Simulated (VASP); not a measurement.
These are PBE GGA with D3 dispersion (zero damping), VASP's PBE PAW potentials (set 64) (plane waves; VASP) values and carry that method's errors.

A VASP calculation is set up with these files.

INCAR:
```
SYSTEM=Te
PREC=Accurate; ENCUT=520; LREAL=.False.
LASPH=.True.
EDIFF=1E-7; NELM=100; ALGO=Normal
LMAXMIX=4
ISMEAR=0; SIGMA=0.05
GGA=PE; IVDW=11
IBRION=2; NSW=30; ISIF=4
EDIFFG=-0.01
LWAVE=.False.; LCHARG=.False.
```

### KPOINTS
```
Automatic
0
G
  6 6 4
```

File POSCAR:
```
Te
1
    2.2119285263    -3.8311722970     0.0000000000
    2.2119285263     3.8311722970     0.0000000000
    0.0000000000     0.0000000000     5.9509651639
Te
3
Direct
  0.0000000000   0.2744198103   0.6666670000
  0.7255801897   0.7255801897   0.0000000000
  0.2744198103   0.0000000000   0.3333330000
```

POTCAR, in this order: Te (PBE.64 set). Program: vasp_std.

What VASP printed:

**OUTCAR**
```
 ion  position               nearest neighbor table
   1  0.000  0.274  0.667-   2 2.89   3 2.89   2 3.44   2 3.44   3 3.44   3 3.44
   2  0.726  0.726  0.000-   3 2.89   1 2.89   1 3.44   3 3.44   3 3.44   1 3.44
   3  0.274  0.000  0.333-   2 2.89   1 2.89   2 3.44   2 3.44   1 3.44   1 3.44
  LATTYP: Found a hexagonal cell.
 ALAT       =     4.4238567986
 C/A-ratio  =     1.3451984173
 Subroutine PRICEL returns:
 Original cell was already a primitive cell.
 Subroutine GETGRP returns: Found  6 space group operations
The static configuration has the point symmetry C_2 .
 The point group associated with its full space group is D_3 .
The dynamic configuration has the point symmetry C_2 .
 Subroutine INISYM returns: Found  6 space group operations
 Subroutine IBZKPT returns following result:
 Found     24 irreducible k-points:

 Following reciprocal coordinates:
            Coordinates               Weight
  0.000000  0.000000  0.000000      1.000000
  0.166667 -0.000000  0.000000      6.000000
  0.333333  0.000000  0.000000      6.000000
  0.500000  0.000000  0.000000      3.000000
  0.166667  0.166667  0.000000      6.000000
  0.333333  0.166667  0.000000     12.000000
...
```

**OSZICAR**
```
       N       E                     dE             d eps       ncg     rms          rms(c)
DAV:   1     0.810472612037E+02    0.81047E+02   -0.66479E+03   624   0.111E+03
DAV:   2    -0.370617757553E+01   -0.84753E+02   -0.81136E+02   850   0.156E+02
DAV:   3    -0.932333185403E+01   -0.56172E+01   -0.55581E+01   759   0.463E+01
DAV:   4    -0.942495770880E+01   -0.10163E+00   -0.10154E+00   797   0.754E+00
DAV:   5    -0.942646857781E+01   -0.15109E-02   -0.15108E-02   747   0.873E-01    0.123E+01
DAV:   6    -0.941394558872E+01    0.12523E-01   -0.17709E-02   699   0.917E-01    0.775E+00
DAV:   7    -0.941308014396E+01    0.86544E-03   -0.36795E-02   649   0.136E+00    0.300E-01
DAV:   8    -0.941249794071E+01    0.58220E-03   -0.67738E-03   649   0.529E-01    0.141E-01
DAV:   9    -0.941253263763E+01   -0.34697E-04   -0.18932E-04   826   0.107E-01    0.101E-01
DAV:  10    -0.941256774935E+01   -0.35112E-04   -0.49504E-05   644   0.509E-02    0.232E-02
DAV:  11    -0.941256423059E+01    0.35188E-05   -0.13640E-05   639   0.253E-02    0.877E-03
DAV:  12    -0.941256446917E+01   -0.23857E-06   -0.13537E-06   739   0.765E-03    0.263E-03
DAV:  13    -0.941256449441E+01   -0.25240E-07   -0.47682E-07   624   0.475E-03
   1 F= -.10214149E+02 E0= -.10214022E+02  d E =-.102141E+02
       N       E                     dE             d eps       ncg     rms          rms(c)
DAV:   1    -0.941263732962E+01   -0.72860E-04   -0.32334E-03   624   0.329E-01    0.298E-02
DAV:   2    -0.941263706820E+01    0.26141E-06   -0.11635E-04   684   0.676E-02    0.147E-02
DAV:   3    -0.941263332684E+01    0.37414E-05   -0.64121E-06   719   0.176E-02    0.559E-03
DAV:   4    -0.941263310887E+01    0.21797E-06   -0.16252E-06   699   0.794E-03    0.193E-03
DAV:   5    -0.941263309540E+01    0.13467E-07   -0.73282E-08   327   0.187E-03
   2 F= -.10214284E+02 E0= -.10214175E+02  d E =-.134984E-03
       N       E                     dE             d eps       ncg     rms          rms(c)
DAV:   1    -0.941264835783E+01   -0.15249E-04   -0.26233E-02   624   0.936E-01    0.849E-02
DAV:   2    -0.941264706417E+01    0.12937E-05   -0.93757E-04   684   0.192E-01    0.420E-02
DAV:   3    -0.941261860280E+01    0.28461E-04   -0.53009E-05   719   0.505E-02    0.158E-02
DAV:   4    -0.941261818233E+01    0.42047E-06   -0.13139E-05   689   0.225E-02    0.555E-03
DAV:   5    -0.941261828113E+01   -0.98802E-07   -0.62233E-07   654   0.527E-03
   3 F= -.10214449E+02 E0= -.10214380E+02  d E =-.299201E-03
```

File OUTCAR:
```
------------------------ aborting loop because EDIFF is reached ----------------------------------------
 Edisp (eV)   -0.80183
  FORCE on cell =-STRESS in cart. coord.  units (eV):
  Direction    XX          YY          ZZ          XY          YZ          ZX
  --------------------------------------------------------------------------------------
  Total      -0.05518    -0.05518    -0.04485     0.00000     0.00000    -0.00000
  in kB      -0.87656    -0.87656    -0.71238     0.00000     0.00000    -0.00000
  external pressure =       -0.82 kB  Pullay stress =        0.00 kB
  volume of cell :      100.86
      direct lattice vectors                 reciprocal lattice vectors
     2.215723246 -3.837744944 -0.000000000     0.225659951 -0.130284844 -0.000000000
     2.215723246  3.837744944  0.000000000     0.225659951  0.130284844  0.000000000
    -0.000000000 -0.000000000  5.930598985    -0.000000000 -0.000000000  0.168617032
 POSITION                                       TOTAL-FORCE (eV/Angst)
 -----------------------------------------------------------------------------------
      0.61026      1.05700      3.95373         0.001688      0.002923     -0.000000
      3.21093      0.00000      0.00000        -0.003376     -0.000000     -0.000000
      0.61026     -1.05700      1.97686         0.001688     -0.002923      0.000000
 -----------------------------------------------------------------------------------
    total drift:                               -0.000185     -0.000400      0.000014
  FREE ENERGIE OF THE ION-ELECTRON SYSTEM (eV)
  ---------------------------------------------------
  free  energy   TOTEN  =       -10.2144486276 eV

  energy  without entropy=      -10.2143120722  energy(sigma->0) =      -10.21438035

 reached required accuracy - stopping structural energy minimisation
```
(Selected blocks of OUTCAR.)

**CONTCAR**
```
Te
   1.00000000000000
     2.2157232460892882   -3.8377449440672784   -0.0000000000000000
     2.2157232460892882    3.8377449440672784    0.0000000000000000
    -0.0000000000000000   -0.0000000000000000    5.9305989851087633
  Te
     3
Direct
     0.0000000000000024    0.2754223514434427    0.6666669999999968
     0.7245776485565549    0.7245776485565549    0.0000000000000000
     0.2754223514434427    0.0000000000000024    0.3333330000000032
```

The compound is Te in the trig structure. This run relaxes it. Symmetry was kept, so distortions that lower it aren't found.
